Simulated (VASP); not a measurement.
Calculation: vdW-DF2, VASP's PBE PAW potentials (set 64) (plane waves; VASP).

Input for VASP

INCAR:
```
SYSTEM = Rb
PREC = Accurate
ENCUT = 520
EDIFF = 1E-7
NELM = 100
ALGO = Normal
LREAL = .FALSE.
LASPH = .TRUE.
ISMEAR = 1
SIGMA = 0.1
GGA = ML
ZAB_VDW = -1.8867
LUSE_VDW = .TRUE.
AGGAC = 0.0
LMAXMIX = 4
LWAVE = .FALSE.
LCHARG = .FALSE.
ISIF = 2
```

POSCAR:
```
Rb
1
   -2.8063292452     2.8063292452     2.8063292452
    2.8063292452    -2.8063292452     2.8063292452
    2.8063292452     2.8063292452    -2.8063292452
Rb
1
Direct
  0.0000000000   0.0000000000   0.0000000000
```

### KPOINTS
```
Automatic mesh
0
Gamma
9 9 9
0 0 0
```

POTCAR, in this order: Rb_sv (PBE.64 set). Program: vasp_std.

Problem. What does the run give for the energy per atom (σ→0), band gap (on the k-mesh)?

Solution. 
| Property | Value |
|---|---|
| energy per atom (σ→0) | 1.052 eV/atom |
| band gap (on the k-mesh) | none (metal, semimetal or under 0.01 eV) |

**OSZICAR**
```
...
DAV:   7     0.105220965940E+01    0.65972E-03   -0.56194E-03   728   0.583E-01    0.914E-02
DAV:   8     0.105210207210E+01   -0.10759E-03   -0.41929E-04   808   0.166E-01    0.183E-02
DAV:   9     0.105206200761E+01   -0.40064E-04   -0.54990E-05   760   0.483E-02    0.682E-03
DAV:  10     0.105202458505E+01   -0.37423E-04   -0.14130E-04   688   0.731E-02    0.301E-03
DAV:  11     0.105202072305E+01   -0.38620E-05   -0.14021E-05   760   0.254E-02    0.977E-04
DAV:  12     0.105201999880E+01   -0.72425E-06   -0.52260E-06   680   0.150E-02    0.469E-04
DAV:  13     0.105201996898E+01   -0.29819E-07   -0.17069E-07  1024   0.141E-03
   1 F= 0.10520200E+01 E0= 0.10524249E+01  d E =-.121474E-02
```

The compound is Rb in the bcc structure. This cell is one point of a volume scan, at 1.03 of the reference volume.
